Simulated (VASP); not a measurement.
```xyz
4
Lattice="-2.6139 2.6139 5.8223 2.6139 -2.6139 5.8223 2.6139 2.6139 -5.8223" Properties=species:S:1:pos:R:3 pbc="T T T"
Sr     0.0000     0.0000     5.8223
Sr     0.0000     2.6139     2.9111
Sr     2.6139     0.0000     2.9111
Ru     0.0000     0.0000     0.0000
```

Computed with PBE GGA, VASP's PBE PAW potentials (set 64) (plane waves; VASP 6.6.1). Settings: 300 eV cut-off, 4×4×4 Γ-centred mesh, Fermi-Dirac smearing of 0.050 eV, potentials Sr_sv Ru_pv.

At this cut-off the stress carries a Pulay error, which pulls relaxed volumes low.

Question: Give the stress tensor in GPa (positive for a compressed cell).

Answer: 
```
-2.48   0.00   0.00
 0.00  -2.48   0.00
 0.00   0.00  -5.27
```
The pressure is its mean diagonal, -3.41 GPa.

The structure was generated: Sr3Ru was put into an ordered model structure, which need not be its known phase. The cell was not relaxed at this level. The k-mesh is coarse (spacing up to 0.42 per Å, 2π included), so the numbers may not be converged in it.
